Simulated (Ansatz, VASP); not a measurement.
## Sn: VASP beside Ansatz

Wanted: the spread between two codes on one cell, functional and k mesh. The cell is taken from a series of runs on this material, whose earlier steps may have relaxed, scaled, displaced or heated it; both programs get it as it stands.

Calculated with Ansatz 0.2.0; plane waves, with VASP 6.6.1 beside it; zone-centre phonons at PBEsol.

## Step 1: The structure

The structure is tetragonal, space group I4_1/amd (No. 141). Conventional cell: a = 4.532 Å, b = 4.532 Å, c = 6.675 Å, α = 90.00°, β = 90.00°, γ = 90.00°. Nearest to Sn lie 4 Sn at 2.81 Å.

Structure file:

```cif
data_structure
_symmetry_space_group_name_H-M 'I4_1/amd:1'
_symmetry_Int_Tables_number 141
_cell_length_a 4.5324
_cell_length_b 4.5324
_cell_length_c 6.6748
_cell_angle_alpha 90.000
_cell_angle_beta 90.000
_cell_angle_gamma 90.000
_cell_volume 137.12
loop_
_atom_site_label
_atom_site_type_symbol
_atom_site_symmetry_multiplicity
_atom_site_Wyckoff_symbol
_atom_site_fract_x
_atom_site_fract_y
_atom_site_fract_z
_atom_site_occupancy
Sn1 Sn 4 b 0.50000 0.50000 0.00000 1
```

## Step 2: VASP: zone-centre phonons, PBEsol

Second derivatives magnify differences that forces hide, and they need a tight electronic threshold.

Lines of VASP's logs that name or quote its potential files are left out, and so is its time.

Input file INCAR:

```
SYSTEM = Sn
PREC = Accurate
ENCUT = 500
EDIFF = 1E-08
NELM = 120
ISMEAR = 1
SIGMA = 0.2
LREAL = .FALSE.
ALGO = Normal
GGA = PS
NBANDS = 20
LORBIT = 11
LWAVE = .FALSE.
LCHARG = .FALSE.
ISIF = 2
IBRION = 8
LASPH = .TRUE.
GGA_COMPAT = .FALSE.
KPAR = 2
```

Input file POSCAR:

```
Sn
1.0
    0.0000000000      3.2048815560      3.3374152342
    3.2048815560      0.0000000000      3.3374152342
    3.2048815560      3.2048815560      0.0000000000
Sn
2
Direct
    0.5000000000      0.5000000000      0.5000000000
    0.7500000000      0.7500000000      0.7500000000
```

Input file KPOINTS:

```
Automatic mesh
0
Gamma
12 12 12
0 0 0
```

The projector-augmented-wave data sets are Sn_d (PBE family, release 64).

The run is started by

```
mpirun -np 2 vasp_std
```

Numbers of over 12 decimals in the logs are rounded to 6 here.

The log of the run:

```text
[banner, memory and clock lines left out]
running    2 mpi-ranks, on    1 nodes
 distrk:  each k-point on    1 cores,    2 groups
 distr:  one band on    1 cores,    1 groups

 POSCAR found type information on POSCAR Sn
 POSCAR found :  1 types and       2 ions
|                                                                             |
|               ----> ADVICE to this user running VASP <----                  |
|                                                                             |
|     You enforced a specific xc type in the INCAR file but a different       |
|     [... a line on the potential file left out ...]
|     I HOPE YOU KNOW WHAT YOU ARE DOING!                                     |
|                                                                             |

 LDA part: xc-table for (Slater+PW92), standard interpolation
 POSCAR, INCAR and KPOINTS ok, starting setup
 FFT: planning ... GRIDC
 FFT: planning ... GRID_SOFT
 FFT: planning ... GRID
 WAVECAR not read
 entering main loop
       N       E                     dE             d eps       ncg     rms          rms(c)
DAV:   1     0.221476974893E+03    0.22148E+03   -0.14705E+04  6560   0.198E+03
DAV:   2     0.147741478456E+02   -0.20670E+03   -0.20291E+03  6540   0.441E+02
DAV:   3    -0.781749821947E+01   -0.22592E+02   -0.22464E+02  7520   0.142E+02
DAV:   4    -0.853365673561E+01   -0.71616E+00   -0.71583E+00  7368   0.285E+01
DAV:   5    -0.855840097745E+01   -0.24744E-01   -0.24744E-01  8944   0.518E+00    0.326E+00
DAV:   6    -0.848736481813E+01    0.71036E-01   -0.44014E-02  8764   0.278E+00    0.184E+00
DAV:   7    -0.845325445031E+01    0.34110E-01   -0.54636E-02  7556   0.264E+00    0.165E-01
DAV:   8    -0.845419940343E+01   -0.94495E-03   -0.71701E-03  7160   0.103E+00    0.540E-02
DAV:   9    -0.845445118074E+01   -0.25178E-03   -0.35712E-04  8040   0.148E-01    0.103E-02
DAV:  10    -0.845446003452E+01   -0.88538E-05   -0.18208E-05  7964   0.388E-02    0.513E-03
DAV:  11    -0.845446160596E+01   -0.15714E-05   -0.27242E-06  7248   0.121E-02    0.596E-04
DAV:  12    -0.845446149103E+01    0.11492E-06   -0.17386E-07  8284   0.501E-03    0.334E-04
DAV:  13    -0.845446146456E+01    0.26475E-07   -0.11437E-08  5796   0.840E-04    0.524E-05
DAV:  14    -0.845446147744E+01   -0.12881E-07   -0.12451E-09  4080   0.409E-04    0.131E-05
DAV:  15    -0.845446147693E+01    0.51250E-09   -0.48896E-10  3808   0.276E-04
   1 F= -.84544615E+01 E0= -.84543959E+01  d E =-.196615E-03
 Linear response reoptimize wavefunctions to high precision
DAV:   1    -0.845446147895E+01   -0.20227E-08   -0.29366E-10  3976   0.223E-04
DAV:   2    -0.845446147896E+01   -0.86402E-11   -0.14502E-10  3740   0.129E-04
 Linear response DOF=           2
 Linear response progress:
  Degree of freedom:   1/  2
       N       E                     dE             d eps       ncg     rms          rms(c)
RMM:   1    -0.213968077434E+00   -0.21397E+00    0.57812E-01 23865   0.101E+01
RMM:   2    -0.220659639293E+00   -0.66916E-02   -0.19837E-02 33342   0.117E+00    0.699E-02
RMM:   3    -0.220830020103E+00   -0.17038E-03   -0.16317E-03 35160   0.325E-01    0.325E-02
RMM:   4    -0.220740350239E+00    0.89670E-04   -0.11664E-04 34939   0.980E-02    0.114E-02
RMM:   5    -0.220731423115E+00    0.89271E-05   -0.18190E-05 35656   0.331E-02    0.385E-03
RMM:   6    -0.220731256259E+00    0.16686E-06   -0.13740E-06 35280   0.963E-03    0.191E-03
RMM:   7    -0.220728848523E+00    0.24077E-05   -0.72602E-07 35177   0.348E-03    0.306E-04
RMM:   8    -0.220726616482E+00    0.22320E-05   -0.26111E-07 36484   0.124E-03    0.255E-04
RMM:   9    -0.220724297316E+00    0.23192E-05   -0.39065E-08 35856   0.526E-04    0.625E-05
RMM:  10    -0.220724769257E+00   -0.47194E-06   -0.10560E-07 37724   0.217E-04    0.333E-05
RMM:  11    -0.220724748992E+00    0.20265E-07   -0.57361E-10 36641   0.114E-04    0.530E-06
RMM:  12    -0.220724740649E+00    0.83426E-08   -0.10624E-08 39111   0.650E-05    0.543E-06
 first order change of Fermi-energy   0.13331E-04
 force on displaced ion       1 direction 1 :  -7.435  -0.000  -0.000
 Linear response progress:
  Degree of freedom:   2/  2
       N       E                     dE             d eps       ncg     rms          rms(c)
RMM:   1    -0.214316877200E+00   -0.21432E+00    0.53080E-01 14044   0.990E+00
RMM:   2    -0.220956015830E+00   -0.66391E-02   -0.19933E-02 19631   0.117E+00    0.718E-02
RMM:   3    -0.221136736551E+00   -0.18072E-03   -0.16519E-03 20657   0.326E-01    0.336E-02
RMM:   4    -0.221054206179E+00    0.82530E-04   -0.11432E-04 20676   0.985E-02    0.114E-02
RMM:   5    -0.221049250056E+00    0.49561E-05   -0.14308E-05 21033   0.332E-02    0.380E-03
RMM:   6    -0.221048202841E+00    0.10472E-05   -0.13281E-06 20617   0.971E-03    0.183E-03
RMM:   7    -0.221044756231E+00    0.34466E-05    0.17670E-07 20688   0.356E-03    0.268E-04
RMM:   8    -0.221042335077E+00    0.24212E-05    0.19375E-07 21386   0.128E-03    0.209E-04
RMM:   9    -0.221040182506E+00    0.21526E-05    0.11375E-07 20999   0.539E-04    0.497E-05
RMM:  10    -0.221040720133E+00   -0.53763E-06    0.26488E-07 22094   0.239E-04    0.354E-05
RMM:  11    -0.221040650915E+00    0.69217E-07    0.13050E-07 21446   0.124E-04    0.859E-06
RMM:  12    -0.221040615604E+00    0.35311E-07    0.44908E-08 22897   0.715E-05    0.712E-06
RMM:  13    -0.221040586759E+00    0.28845E-07    0.15143E-08 22103   0.469E-05    0.319E-06
RMM:  14    -0.221040569514E+00    0.17245E-07    0.11631E-08 22242   0.347E-05    0.210E-06
RMM:  15    -0.221040545795E+00    0.23719E-07    0.61859E-09 21344   0.292E-05    0.223E-07
RMM:  16    -0.221040546272E+00   -0.47681E-09    0.41857E-09 15000   0.254E-05    0.533E-07
 first order change of Fermi-energy   0.25503E-03
 force on displaced ion       1 direction 3 :   0.000   0.000  -7.616
 Linear response finished
```

Parts of OUTCAR (step 2):

```text
ion  position               nearest neighbor table
   1  0.500  0.500  0.500-   2 2.81   2 2.81   2 2.81   2 2.81
   2  0.750  0.750  0.750-   1 2.81   1 2.81   1 2.81   1 2.81

  LATTYP: Found a body centered tetragonal cell.
 ALAT       =     4.5323869623
 C/A-ratio  =     1.4726965116

 Subroutine GETGRP returns: Found 16 space group operations
 (whereof  8 operations were pure point group operations)

The static configuration has the point symmetry D_2d.
 The point group associated with its full space group is D_4h.

 Found    163 irreducible k-points:

   k-points           NKPTS =    163   k-points in BZ     NKDIM =    163   number of bands    NBANDS=     20

   dimension x,y,z NGX =    36 NGY =   36 NGZ =   36
   dimension x,y,z NGXF=    72 NGYF=   72 NGZF=   72

   ENCUT  =  500.0 eV  36.75 Ry    6.06 a.u.   8.44  8.44  8.26*2*pi/ulx,y,z

   NELECT =      28.0000    total number of electrons

 k-points in reciprocal lattice and weights: Automatic mesh
   0.00000000  0.00000000  0.00000000       0.001
   0.08333333  0.00000000  0.00000000       0.005
   0.16666667  0.00000000  0.00000000       0.005
   0.25000000  0.00000000  0.00000000       0.005
   0.33333333  0.00000000  0.00000000       0.005
   0.41666667  0.00000000  0.00000000       0.005
   0.50000000  0.00000000  0.00000000       0.002
   0.08333333  0.08333333  0.00000000       0.001
   0.16666667  0.08333333  0.00000000       0.005
[...]
-0.33333333  0.16666667  0.50000000       0.002
  -0.25000000  0.25000000  0.50000000       0.001

 average (electrostatic) potential at core
       1-101.3494       2-101.3494

  Total        0.5241336      0.5241336     -0.0318214      0.0000000      0.0000000      0.0000000
  in kB       12.2486549     12.2486549     -0.7436442      0.0000000      0.0000000      0.0000000
  external PRESSURE =       7.9178885 kB  Pullay stress =       0.0000000 kB

  energy-cutoff  :      500.00
  volume of cell :       68.56
      direct lattice vectors                 reciprocal lattice vectors
     0.000000000  3.204881556  3.337415234    -0.156012006  0.156012006  0.149816539
     3.204881556  0.000000000  3.337415234     0.156012006 -0.156012006  0.149816539
     3.204881556  3.204881556  0.000000000     0.156012006  0.156012006 -0.149816539

 POSITION                                       TOTAL-FORCE (eV/Angst)
 -----------------------------------------------------------------------------------
      3.20488      3.20488      3.33742        -0.000000     -0.000000      0.000000
      4.80732      4.80732      5.00612         0.000000      0.000000     -0.000000
 -----------------------------------------------------------------------------------
    total drift:                                0.000000      0.000000      0.000000

 Eigenvectors and eigenvalues of the dynamical matrix
 ----------------------------------------------------

   1 f  =    5.600007 THz    35.185880 2PiTHz  186.796115 cm-1    23.159756 meV
             X         Y         Z           dx          dy          dz
      3.204882  3.204882  3.337415     0.000000    0.000000    0.707107
      4.807322  4.807322  5.006123     0.000000    0.000000   -0.707107

   2 f  =    5.532996 THz    34.764840 2PiTHz  184.560883 cm-1    22.882623 meV
             X         Y         Z           dx          dy          dz
      3.204882  3.204882  3.337415     0.000000    0.707107   -0.000000
      4.807322  4.807322  5.006123    -0.000000   -0.707107   -0.000000

   3 f  =    5.532996 THz    34.764840 2PiTHz  184.560883 cm-1    22.882623 meV
             X         Y         Z           dx          dy          dz
      3.204882  3.204882  3.337415    -0.707107    0.000000    0.000000
      4.807322  4.807322  5.006123     0.707107   -0.000000    0.000000

   4 f  =    0.000000 THz     0.000001 2PiTHz    0.000003 cm-1     0.000000 meV
             X         Y         Z           dx          dy          dz
      3.204882  3.204882  3.337415     0.000259    0.610116    0.357434
      4.807322  4.807322  5.006123     0.000259    0.610116    0.357434

   5 f/i=    0.000000 THz     0.000000 2PiTHz    0.000001 cm-1     0.000000 meV
             X         Y         Z           dx          dy          dz
      3.204882  3.204882  3.337415     0.707106    0.000144   -0.000759
      4.807322  4.807322  5.006123     0.707106    0.000144   -0.000759

   6 f/i=    0.000000 THz     0.000000 2PiTHz    0.000002 cm-1     0.000000 meV
             X         Y         Z           dx          dy          dz
      3.204882  3.204882  3.337415     0.000727   -0.357434    0.610115
      4.807322  4.807322  5.006123     0.000727   -0.357434    0.610115

 ELASTIC MODULI CONTR FROM IONIC RELAXATION (kBar)
 Direction    XX          YY          ZZ          XY          YZ          ZX
 --------------------------------------------------------------------------------
 XX           0.0000      0.0000      0.0000      0.0000      0.0000      0.0000
 YY           0.0000      0.0000      0.0000      0.0000      0.0000      0.0000
 ZZ           0.0000      0.0000      0.0000      0.0000      0.0000      0.0000
 XY           0.0000      0.0000      0.0000   -232.9344      0.0000     -0.0000
 YZ           0.0000      0.0000      0.0000      0.0000   -245.3276      0.0000
 ZX           0.0000      0.0000      0.0000     -0.0000      0.0000   -214.6646
 --------------------------------------------------------------------------------
```

The PAW data sets were made with PBE, which is usual practice but a small mismatch for other functionals.

## Step 3: Ansatz: zone-centre phonons, PBEsol

Ansatz runs on its PAW soft_1 files.

The same cell, functional, mesh and smearing now go to Ansatz, which takes its cutoff from its data sets.

Input file input.yaml:

```yaml
crystal:
  lattice:
    - [0.0, 3.204881556, 3.3374152342]
    - [3.204881556, 0.0, 3.3374152342]
    - [3.204881556, 3.204881556, 0.0]
  atoms:
    - { symbol: Sn, position: [0.5, 0.5, 0.5] }
    - { symbol: Sn, position: [0.75, 0.75, 0.75] }
kpoints:
  mp_grid: { grid: [12, 12, 12] }
hamiltonian:
  xc: pbesol
  pseudopotentials: { kind: paw, azcp: { folder: soft_1 }, xc_functional: pbe }
scf:
  occupations: { method: methfessel_paxton, width: 0.2 }
output:
  eigenvalues: true
phonons:
  method: dfpt
```

The run is started by

```
ansatz run input.yaml --threads 4 --pin off --max-ram 10240MiB --backend cpu --events-out ev --progress --plain --runs-dir out
```

The log of the run:

```text
zone centre: on kpoints.mp_grid the ground state, and the responses unless they are solved on pairs of k-points, stand on 280 of the mesh's 1728 k-points, reduced under 4 symmetry operations, with k and −k counted as one. Each operation leaves every solved displacement unchanged or reverses it
Engine: ansatz 0.2.0, x86_64-unknown-linux-gnu
Pseudopotentials: kind: paw
Pseudopotential: Sn, paw, valence charge 14, recommended cutoff 420 eV (normal), soft_1/Sn.paw.azcp
Functional definition: PBEsol
  exchange = pbesol_x
  correlation = pbesol_c
Crystal: 2 atoms, lattice volume = 68.559 Å³
Basis set: ecut = 420 eV, 1355 PW (Γ), exchange–correlation on 64×64×64 points (8 copies of the dense FFT grid, shifted against one another)
Bands: 18, of which v1, the nominal top of the filled ones, is band 14 counted from 1 (13 counted from 0)
Symmetry: 16 space group operations
k-points: 280 of 1728 (irreducible under 4 space group operations, time reversal used)
Non-local potential: Sn, projectors of the file, l = 0: 2, l = 1: 2, l = 2: 2, l = 3: 1
PAW form: soft (Blöchl's): semilocal exchange-correlation on the pseudo side does not see the compensation charge
PAW frozen core: Sn, regenerated for the run's functional, and the local potential with it (the file was generated under x = pbe(κ = 0.804, μ = 0.219515), c = pbe(β = 0.066725))
PAW one-centre angular grid: Sn, 590 points (default); XC on 64 Gauss nodes
Initial density: superposition of atomic densities (chi_scale 0.1, normalization cell)
Initial wavefunctions: pseudopotential atomic-orbital guess
Functional: x = pbesol(κ = 0.804, μ = 0.123457), c = pbesol(β = 0.046)
SCF iter   1: F=—  HF=-11899.706561 eV  |F-HF|=—  |Δ(HF+E_count)|=         —  Δρ=2.17e-2  dr2=3.39e-1  ethr=3.10e-3  ⟨swp⟩=5.6  Hψ=26640  notcnv=0
preconditioner: auto → Kerker (q_TF=auto, 2.350 Å⁻¹)  [metal: Δε(μ)=0.045 eV  Ē_g=19.937 eV  σ=0.200 eV  W_gap=0.19  n_scr=14 (ndim 8)  ℏωp=23.7 eV  f_vac=0.005  D(μ)=0.15/eV (n_scr^D=0)]
SCF iter   2: F=—  HF=-11899.665250 eV  |F-HF|=—  |Δ(HF+E_count)|=   4.13e-2  S|Δr|=    0.00e0  Δρ=1.41e-2  dr2=1.62e-1  ethr=1.21e-3  ⟨swp⟩=1.0  Hψ=7282  notcnv=0
SCF iter   3: F=—  HF=-11899.633465 eV  |F-HF|=—  |Δ(HF+E_count)|=   3.18e-2  S|Δr|=    0.00e0  Δρ=2.62e-3  dr2=1.31e-2  ethr=5.80e-4  ⟨swp⟩=1.0  Hψ=5040  notcnv=0
SCF iter   4: F=—  HF=-11899.634050 eV  |F-HF|=—  |Δ(HF+E_count)|=   5.86e-4  S|Δr|=    0.00e0  Δρ=1.43e-3  dr2=2.72e-3  ethr=4.68e-5  ⟨swp⟩=2.0  Hψ=6092  notcnv=0
SCF iter   5: F=—  HF=-11899.635159 eV  |F-HF|=—  |Δ(HF+E_count)|=   1.11e-3  S|Δr|=    0.00e0  Δρ=2.91e-4  dr2=7.39e-5  ethr=9.72e-6  ⟨swp⟩=2.0  Hψ=6162  notcnv=0
SCF iter   6: F=—  HF=-11899.635232 eV  |F-HF|=—  |Δ(HF+E_count)|=   7.33e-5  S|Δr|=    0.00e0  Δρ=5.54e-5  dr2=1.44e-6  ethr=2.64e-7  ⟨swp⟩=2.2  Hψ=6680  notcnv=0
SCF iter   7: F=—  HF=-11899.635238 eV  |F-HF|=—  |Δ(HF+E_count)|=   5.97e-6  S|Δr|=    0.00e0  Δρ=9.07e-6  dr2=3.58e-8  ethr=5.14e-9  ⟨swp⟩=2.0  Hψ=6226  notcnv=0
SCF iter   8: F=—  HF=-11899.635238 eV  |F-HF|=—  |Δ(HF+E_count)|=   1.42e-7  S|Δr|=    0.00e0  Δρ=1.53e-6  dr2=1.67e-9  ethr=1.28e-10  ⟨swp⟩=2.5  Hψ=8037  notcnv=0
SCF iter   9: F=—  HF=-11899.635238 eV  |F-HF|=—  |Δ(HF+E_count)|=   4.24e-9  S|Δr|=    0.00e0  Δρ=3.10e-7  dr2=5.03e-11  ethr=5.98e-12  ⟨swp⟩=2.5  Hψ=7653  notcnv=0
SCF iter  10: F=-11899.635238 eV  HF=-11899.635238 eV  |F-HF|=1.82e-12  |Δ(HF+E_count)|=  7.64e-11  S|Δr|=    0.00e0  Δρ=8.14e-8  dr2=4.05e-12  ethr=1.00e-12  ⟨swp⟩=6.6  Hψ=21917  notcnv=0
SCF 1 converged in 10 iterations: F = -11899.635238 eV  dr2 = 4.05e-12
  greatest PAW one-centre occupation: 0.991 electrons in one spin orbital (limit 2), on the Sn atom at site 1 (counted from 0), in its partial waves of l = 2
DFPT response loops at Γ: preconditioner auto → Kerker (q_TF=auto, 2.350 Å⁻¹) (partly filled bands, converged f_vac=0.083); β = 1.00, the filter's whole step (`scf.mixing.beta` (0.50) is not read by the response loops under this deck's `scf.mixing.preconditioner`; to damp them name `kerker` or `kerker_dos`, under which they read `scf.mixing.beta`, and type it under 1.00, their step now; both keys bind the ground state too); Broyden in place of MSR1
SCF converged after 10 iterations
Stability not checked: this state was not tested for a lower state beside it, because cold or Methfessel-Paxton smearing, or corrected tetrahedra, fill the levels in a way that the test cannot read (fill_not_monotonic; see scf.lower_state_search)
Free energy (F): -11899.635238 eV
Harris-Foulkes:  -11899.635238 eV  (|F-HF|=1.82e-12)
Internal energy: -11899.635042 eV  (E = F + TS)
E sigma→0 (E₀):  -11899.635189 eV
Entropy (-TS):   -0.000196 eV (-0.098 meV/atom)
Fermi energy:    7.680363 eV
--- Per-component energies (eV) ---
  E_band       = -250.768623
  E_kinetic    = 337.279050
  E_local      = -2625.053858  (includes V_loc(G=0)·N_el)
  E_nonlocal   = 293.896793
  E_hartree    = 1276.191229
  E_xc         = -249.155485
  E_vxc        = -160.565563  (∫ρ·V_xc dr)
  E_paw        = -8592.698007  (= ΣΔE_a)
  E_vpaw       = -648.708163  (= ΣTr[D̂ρ^β])
  E_aug_tail   = 0.000576  (compensation charges beyond the density's cutoff)
  E_ewald      = -2340.665019
  E_core_change = 0.569679  (= ΣΔE_core)
  E_smearing   = -0.000196  (= −TS)
  E_closure    = 0.000000  (closes the sum)
  Σ components = -11899.635238   (vs F -11899.635238, Δ=0.00e0)
--- Band table (eV; the first three rows and the last of 280) ---
  k-point 0: bands = [... 10 lower, -2.9199, 6.9542, 7.5856, 7.8658, 7.8658, 9.7867, 9.7867, 9.9479]
  k-point 1: bands = [... 10 lower, -2.8527, 6.0927, 7.5297, 7.7274, 8.1812, 9.9728, 9.9842, 10.2037]
  k-point 2: bands = [... 10 lower, -2.6536, 4.8479, 7.2253, 7.4367, 8.1880, 10.3727, 10.3970, 11.0191]
  k-point 279: bands = [... 10 lower, 0.0689, 0.0689, 5.3792, 5.3792, 8.6188, 8.6188, 15.3305, 15.3305]
--- Phonons (Γ-DFPT): 2 representative perturbations + reference, on 280 of 1728 k-points (Σ response iterations 6) ---
  k mesh reduced under 4 symmetry operations, with k and −k counted as one. Each operation leaves every solved displacement unchanged or reverses it
  ASR residual: 5.299e-5 → 0.000e0 eV/Å²; symmetrization residual: 1.868e-12 eV/Å²
  ASR residual per site (eV/Å²): 5.30e-5 5.30e-5
  Γ frequencies (cm⁻¹): 0.00 0.00 0.00 184.49 184.49 186.60
  non-analytic LO–TO correction: not included (Born effective charges unavailable; polar crystals: no LO–TO splitting at Γ)
```

## Step 4: Differences

Known differences besides the potentials themselves: the cutoff is 420 eV in Ansatz and 500 eV in VASP; Ansatz makes its cores anew for this functional, VASP keeps those of its PBE data sets. Total energies have different zeros and are not compared.

The two programs side by side:

```csv
quantity,Ansatz,VASP,difference
optical mode 1 to 2 (cm⁻¹),184.5,184.6,-0.04 %
optical mode 3 (cm⁻¹),186.6,186.8,-0.10 %
```

Modes are paired by rising frequency, not by their patterns, so a pair may set unlike modes beside each other; they are those without the splitting of longitudinal modes.

## Step 5: Outcome

```json
{"r.m.s. difference of the optical zone-centre modes, each program's sorted by frequency (zone-centre phonons, PBEsol)": "0.13 cm⁻¹"}
```

What this shows: The r.m.s. difference of the optical zone-centre modes, each program's sorted by frequency is 0.13 cm⁻¹ (zone-centre phonons, PBEsol). How closely two codes agree says nothing of how well the functional describes the real material.

[Lines on the potential files, build, host, timing and source positions are cut from VASP's logs without a mark.]

[Logs are printed without paths, hosts, clocks, repeated set-up lines and the standing remarks that a program may print on its own settings, such as how far it seeks lower states.]

[Hosts, paths, dates, database ids (printed as entryN), source tags and the programs' standing remarks are cut or masked in the printed files.]
